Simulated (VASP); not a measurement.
## ReB: single point with PBE

The system is ReB.

```xyz
2
Lattice="1.9211 0.0000 0.0000 0.0000 1.9211 0.0000 0.0000 0.0000 3.8422" Properties=species:S:1:pos:R:3 pbc="T T T"
Re    0.0000    0.0000    1.9211
B     0.0000    0.0000    0.0000
```

The cell was built by a generator and needn't be a form met in nature.

| Quantity | Value |
| --- | --- |
| Program | VASP 6.6.1 |
| Task | single point |
| Functional | PBE |
| Potentials or basis | VASP PAW PBE potentials, release 64 (Re, B) |
| Cutoff | 520 eV |
| k mesh | 8 × 8 × 4 |
| Occupations | gaussian, width 0.1 eV |
| Spin | no spin polarisation |

The pressure is 489.3 GPa and the band gap on the k mesh is none (metal or under the smearing width).

Stress tensor (GPa, compression positive):
```
563.66   0.00   0.00
  0.00 563.66   0.00
  0.00   0.00 340.63
```

Levels at points of the mesh, in eV from the Fermi level:
```tsv
k point	band 3	band 4	band 5	band 6	band 7	band 8
(0.00, 0.00, 0.00)	-10.70	-4.88	4.30	5.21	5.21	12.25
(0.50, 0.00, 0.00)	-8.38	-8.28	-0.04	1.38	7.83	8.76
(0.50, 0.50, 0.00)	-7.78	-2.39	-2.39	-2.12	6.41	8.38
(0.00, 0.00, 0.50)	-12.07	-10.64	4.43	4.43	11.14	12.77
(0.50, 0.00, 0.50)	-6.47	-4.40	-2.97	-0.03	3.38	7.28
(0.50, 0.50, 0.50)	-9.17	-2.66	1.55	1.55	4.71	6.34
```

Wall time 3.8 s on 1 thread of Intel(R) Xeon(R) 6975P-C (Granite Rapids), with other jobs on the host, peak memory 0.12 GiB.

Caveat: the k mesh is coarse (spacing up to 0.41 Å⁻¹), so the values aren't converged; a pressure of tens of GPa on the cell as given is suspect, and the run, the potentials or the cell itself is likely at fault. The run has no spin-orbit coupling, so splittings on Re are missing.
